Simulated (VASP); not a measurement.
A cell of TbFeO3 (relaxed from the tetragonal-perovskite structure, space group P4mm) near equilibrium:

```yaml
crystal:
  lattice:
    - [3.72494, 0.00000, 0.00000]
    - [0.00000, 3.72494, 0.00000]
    - [0.00000, 0.00000, 3.82665]
  atoms:
    - { symbol: Fe, position: [0.50000, 0.50000, 0.41770], spin: 2.4 }
    - { symbol: Tb, position: [0.00000, 0.00000, 0.99304] }
    - { symbol: O, position: [0.50000, 0.50000, 0.91234], spin: 0.1 }
    - { symbol: O, position: [0.50000, 0.00000, 0.39146], spin: 0.1 }
    - { symbol: O, position: [0.00000, 0.50000, 0.39146], spin: 0.1 }
```

These are PBEsol GGA, VASP's PBE PAW potentials (set 64) (plane waves; VASP) values and carry that method's errors.

The 4f electrons are frozen in the core of the lanthanide potential, so 4f levels, which can set the real gap, and their magnetism are missing. The moments were started parallel, and other spin orders were not tried in this run.

```csv
run,ΔE (meV/atom),σxx,σyy,σzz,"largest shear component, with its sign (GPa)",largest force (eV/Å),moment (μB)
as it is,0.0,0.70,0.70,-0.95,0.00,0.016,2.77
after one change,6.7,-2.51,-6.69,-7.39,0.00,0.286,2.81
```
Stress is in GPa, positive when the cell is compressed.

Question: Which change was made?
A) atom 1 (Fe) moved by 0.150 Å along z
B) biaxial strain of +1.5 % in the yz plane
C) atom 4 (O) moved by -0.150 Å along z
D) atom 3 (O) moved by -0.075 Å along z

Answer: B, biaxial strain of +1.5 % in the yz plane

The structure was generated: TbFeO3 was put into the tetragonal-perovskite type (P4mm), which need not be its known phase.
